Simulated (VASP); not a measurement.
```
Rb
1.0
   -2.85608     2.85608     2.85608
    2.85608    -2.85608     2.85608
    2.85608     2.85608    -2.85608
Rb
1
Cartesian
  0.00000   0.00000   0.00000
```

Level of theory: SCAN meta-GGA, VASP's PBE PAW potentials (set 64) (plane waves; VASP). Numerical set-up: 520 eV cut-off, 10×10×10 Γ-centred mesh, tetrahedra with Blöchl corrections, potentials Rb_sv.

Task: Tabulate the total density of states (states/eV per cell) against energy (eV; zero at the valence-band maximum or, without a gap, the Fermi level).

Result: 
```csv
E (eV),DOS (states/eV)
-9.99,0.00
-9.68,0.00
-9.26,0.00
-8.95,0.00
-8.64,0.00
-8.22,0.00
-7.91,0.00
-7.60,0.00
-7.29,0.00
-6.87,0.00
-6.56,0.00
-6.25,0.00
-5.83,0.00
-5.52,0.00
-5.21,0.00
-4.79,0.00
-4.48,0.00
-4.16,0.00
-3.75,0.00
-3.44,0.00
-3.12,0.00
-2.81,0.00
-2.39,0.00
-2.08,0.00
-1.77,0.22
-1.35,0.39
-1.04,0.48
-0.73,0.59
-0.31,0.74
0.00,0.92
0.31,1.13
0.73,0.90
1.04,1.61
1.35,1.97
1.67,1.40
2.08,1.42
2.39,1.61
2.71,2.33
3.12,1.35
3.43,1.46
```
Within 2 eV below the Fermi level the largest weight inside VASP's projection spheres is Rb s, then Rb p.

The compound is Rb in the bcc structure. It was relaxed first.
